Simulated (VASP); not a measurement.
Data:

```xyz
2
Lattice="0.0000 2.1864 2.1864 2.1864 0.0000 2.1864 2.1864 2.1864 0.0000" Properties=species:S:1:pos:R:3 pbc="T T T"
Ga     0.0000     0.0000     0.0000
N      1.0932     1.0932     1.0932
```

Calculation: LDA (Ceperley-Alder, Perdew-Zunger), VASP's LDA PAW potentials (set 64) (plane waves; VASP). Settings: 520 eV cut-off, 10×10×10 Γ-centred mesh, Gaussian smearing of 0.050 eV, potentials Ga_d N.

**Question.** Estimate the energy per atom (σ→0), pressure, band gap (on the k-mesh) with the smallest direct gap where there is one.

**Answer.** 
```
Property                                      Value
-----------------------------------  --------------
band gap (on the k-mesh)                    2.34 eV
smallest direct gap (on the k-mesh)         2.34 eV
energy per atom (σ→0)                -6.944 eV/atom
pressure                                  14.16 GPa
```

The compound is GaN in the zinc blende structure, a metastable form; wurtzite is the usual one. This cell is one point of a volume scan, at 0.94 of the reference volume.
